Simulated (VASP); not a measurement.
AgB2:

```xyz
3
Lattice="3.0000 0.0000 0.0000 -1.5000 2.5981 0.0000 0.0000 0.0000 3.2400" Properties=species:S:1:pos:R:3 pbc="T T T"
Ag    0.0000    0.0000    0.0000
B     1.5000    0.8660    1.6200
B     0.0000    1.7321    1.6200
```

| Property | Result |
| --- | --- |
| Program | VASP 6.6.1 |
| Task | relaxation of cell and atoms |
| Functional | LDA |
| Potentials or basis | VASP PAW LDA potentials, release 64 (Ag, B) |
| Cutoff | 600 eV |
| k mesh | 10 × 10 × 8 |
| Occupations | fermi-dirac, width 0.05 eV |
| Spin | no spin polarisation |

At the start: pressure 40.4 GPa; volume 8.42 Å³/atom.

How do energy, volume and symmetry change on relaxing?

Over 9 steps the energy falls by 285.9 meV/atom and the volume is 10.05 Å³/atom (+19.4 %); space group P6/mmm (No. 191, to 0.05 Å).

The path:
| step | energy change (eV) | largest force (eV/Å) | pressure (GPa) | volume (Å³) |
| --- | --- | --- | --- | --- |
| 1 | 0.0000 | 0.0000 | 40.44 | 25.25 |
| 2 | -0.3905 | 0.0000 | -19.64 | 33.78 |
| 3 | -0.5978 | 0.0000 | -4.22 | 30.09 |
| 4 | -0.7870 | 0.0000 | -1.51 | 29.94 |
| 5 | -0.8288 | 0.0000 | 5.74 | 29.50 |
| 6 | -0.8538 | 0.0000 | 2.26 | 29.70 |
| 7 | -0.8540 | 0.0000 | 2.63 | 29.68 |
| 8 | -0.8563 | 0.0000 | -1.59 | 30.43 |
| 9 | -0.8578 | 0.0000 | 0.05 | 30.14 |

Final structure:
```
CELL_PARAMETERS angstrom
2.97724 0.00000 0.00000
-1.48862 2.57837 0.00000
0.00000 0.00000 3.92679
ATOMIC_POSITIONS crystal
Ag 0.00000 0.00000 0.00000
B 0.66667 0.33333 0.50000
B 0.33333 0.66667 0.50000
```

Caveat: the volume moved by over 15 % at a fixed basis, so the end points are rough.
